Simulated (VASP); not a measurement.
Data:

```
CELL_PARAMETERS angstrom
      5.02797     2.50348     2.50348
      2.50348     5.02797     2.50348
      2.50348     2.50348     5.02797
ATOMIC_POSITIONS crystal
  Mn 0.00000 0.00000 0.00000
  Mn 0.50000 0.50000 0.50000
  S  0.25000 0.25000 0.25000
  S  0.75000 0.75000 0.75000
```
Starting moments (μB, in the order of the record's atoms Mn Mn S S): 4.1 -4.1 0.0 0.0.

The numbers are results of PBE GGA with D3 dispersion (Becke-Johnson damping), VASP's PBE PAW potentials (set 64) (plane waves; VASP 6.6.1), not measurements. Settings: 520 eV cut-off, 8×8×8 Γ-centred mesh, tetrahedra with Blöchl corrections, potentials Mn_pv S.

The cores are frozen, which limits the accuracy of field gradients.

Q: Give the principal components of the electric field gradient (V/Å²) and the asymmetry η at each nucleus.

A: 
```csv
atom,Vxx,Vyy,Vzz,η
Mn1,1.5,1.5,-3.1,0.00
Mn2,1.5,1.5,-3.1,0.00
S3,2.2,2.2,-4.4,0.00
S4,2.2,2.2,-4.4,0.00
```

The compound is MnS in the rock salt, AFM-II order structure. It was relaxed first, which changed the volume by -10 %.
